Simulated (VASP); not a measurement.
Wanted: the native input for a VASP 6.6.1 run.

```
Task                   : single point
Functional             : PBE
Potentials or basis    : VASP PAW PBE potentials, release 64 (Na_pv, O, N)
Cutoff                 : 520 eV
k mesh                 : 7 × 7 × 5
Occupations            : fermi-dirac, width 0.05 eV
Spin                   : no spin polarisation
Further INCAR settings : ALGO = Normal; EDIFF = 1e-07; NBANDS = 28
```

The structure of Na4NO lies in POSCAR:

```
Na4NO
1.0
    4.0146640000      0.0000000000      0.0000000000
    0.0000000000      4.0146640000      0.0000000000
    0.0000000000      0.0000000000      5.8748600000
Na O N
4 1 1
Direct
    0.5086920000     -0.0082130000      0.2577530000
    0.0188590000      0.5056520000      0.7371620000
    0.5061900000      0.0045880000      0.7339490000
   -0.0082340000      0.4884620000      0.2610130000
    0.5076830000      0.5231130000      0.4971410000
   -0.0026670000     -0.0010870000      0.0005480000
```

The cell comes from a database or a generator and needn't be the stable form of this composition.

The cell isn't the ideal one: atoms moved at random, drawn with an rms of 0.05 Å.

These files were run (other wordings do the same):

INCAR

```
PREC = Accurate
ENCUT = 520
EDIFF = 1E-7
ISMEAR = -1
SIGMA = 0.05
LREAL = F
LASPH = T
NELM = 100
ALGO = Normal
ISIF = 2
LWAVE = F
LCHARG = F
GGA = PE
NBANDS = 28
```

KPOINTS

```
regular mesh
0
Gamma
  7 7 5
```

Potentials or basis: VASP PAW PBE potentials, release 64 (Na_pv, O, N).

Launch:

```bash
$ cat potpaw_PBE.64/Na_pv/POTCAR potpaw_PBE.64/O/POTCAR potpaw_PBE.64/N/POTCAR > POTCAR
$ mpirun -np 1 vasp_std > vasp.out
```

It gave:

```yaml
Pressure: -0.2 GPa
Largest_force: 0.341 eV/Å
Band_gap_on_the_k_mesh: none (metal or under the smearing width)
```

Caveat: an odd number of electrons without spin polarisation forces a metal; a magnetic or distorted state may lie lower.

It took 2.7 min on 1 thread of AMD EPYC 9R45 96-Core Processor (Zen 5) (shared host), peak memory 0.35 GiB.
